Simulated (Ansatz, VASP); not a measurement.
## One calculation of TaWC2, two programs

INCAR

```
  PREC = Accurate
  ENCUT = 900
  EDIFF = 1E-6
  ISMEAR = -1
  SIGMA = 0.05
  LREAL = False
  LASPH = True
  NELM = 100
  ALGO = Normal
  ISIF = 2
  LWAVE = False
  LCHARG = False
  LMAXMIX = 4
  GGA = PE
  NBANDS = 24
```

Contents of KPOINTS:

```
regular mesh
0
Gamma
  7 7 7
```

File POSCAR:

```
TaWC2
1.0
    1.5718551461      0.9075109917      5.1016196719
   -1.5718551461      0.9075109917      5.1016196719
    0.0000000000     -1.8150219835      5.1016196719
W Ta C
1 1 2
Direct
    0.0000000000      0.0000000000      0.0000000000
    0.5000000000      0.5000000000      0.5000000000
    0.2509330000      0.2509330000      0.2509330000
    0.7490670000      0.7490670000      0.7490670000
```

File KPOINTS_OPT:

```
path GLB1,BZGX,QFP1Z,LP
15
line-mode
reciprocal
 0.0000000000  0.0000000000  0.0000000000  G
 0.5000000000  0.0000000000  0.0000000000  L

 0.5000000000  0.0000000000  0.0000000000  L
 0.5000000000  0.1877624847 -0.1877624847  B1

 0.8122375153  0.5000000000  0.1877624847  B
 0.5000000000  0.5000000000  0.5000000000  Z

 0.5000000000  0.5000000000  0.5000000000  Z
 0.0000000000  0.0000000000  0.0000000000  G

 0.0000000000  0.0000000000  0.0000000000  G
 0.3438812424  0.0000000000 -0.3438812424  X

 0.6561187576  0.3438812424  0.0000000000  Q
 0.5000000000  0.5000000000  0.0000000000  F

 0.5000000000  0.5000000000  0.0000000000  F
 0.6561187576  0.6561187576  0.1877624847  P1

 0.6561187576  0.6561187576  0.1877624847  P1
 0.5000000000  0.5000000000  0.5000000000  Z

 0.5000000000  0.0000000000  0.0000000000  L
 0.8122375153  0.3438812424  0.3438812424  P
```

input.yaml

```yaml
crystal:
  lattice:
    - [1.5718551461, 0.9075109917, 5.1016196719]
    - [-1.5718551461, 0.9075109917, 5.1016196719]
    - [0.0, -1.8150219835, 5.1016196719]
  atoms:
    - { symbol: W, position: [0.0, 0.0, 0.0] }
    - { symbol: Ta, position: [0.5, 0.5, 0.5] }
    - { symbol: C, position: [0.250933, 0.250933, 0.250933] }
    - { symbol: C, position: [0.749067, 0.749067, 0.749067] }
hamiltonian:
  xc: pbe
  pseudopotentials: { kind: paw }
kpoints:
  mp_grid: { grid: [7, 7, 7] }
  band_path:
    path:
      - [[0.0, 0.0, 0.0], [0.5, 0.0, 0.0], [0.5, 0.1877624847, -0.1877624847]]
      - [[0.8122375153, 0.5, 0.1877624847], [0.5, 0.5, 0.5], [0.0, 0.0, 0.0], [0.3438812424, 0.0, -0.3438812424]]
      - [[0.6561187576, 0.3438812424, 0.0], [0.5, 0.5, 0.0], [0.6561187576, 0.6561187576, 0.1877624847], [0.5, 0.5, 0.5]]
      - [[0.5, 0.0, 0.0], [0.8122375153, 0.3438812424, 0.3438812424]]
    npoints: 14
scf:
  occupations: { method: fermi_dirac, width: 0.05 }
  n_extra_bands: 10
output:
  forces: true
  stress: true
  eigenvalues: true
  fatbands: false
```

The cell comes from a database or a generator and needn't be the stable form of this composition.

Alike in both runs: task band structure; functional PBE; k mesh 7 × 7 × 7; occupations fermi-dirac, width 0.05 eV; no spin polarisation.

```csv
,VASP,Ansatz
version,VASP 6.6.1,Ansatz 0.2.0
potentials or method,"VASP PAW PBE potentials, release 64 (W_sv, Ta_pv, C)",Ansatz PAW
plane-wave cutoff (eV),900,420
valence electrons in the cell,33,35
```

VASP gave:

```
gap on the k mesh at the Fermi level (eV)       : none
pressure (GPa)                                  : -1.8
largest component of the traceless stress (GPa) : 1.36
rms of the force components (eV/Å)              : 0.016
```

What did Ansatz give for the same quantities?

gap on the k mesh at the Fermi level (eV): none; pressure (GPa): -2.5; largest component of the traceless stress (GPa): 1.39; rms of the force components (eV/Å): 0.013.

Atom by atom the forces differ by 0.003 eV/Å (rms over components). A gap of «none» marks a metal or a gap that the smearing closes. The two sets of potentials don't hold the same shells in valence.

Caveats: spin-orbit coupling is left out, which moves the levels of the heavy elements; the pressure holds a Pulay correction of +0.3 GPa for the finite cutoff (Ansatz).
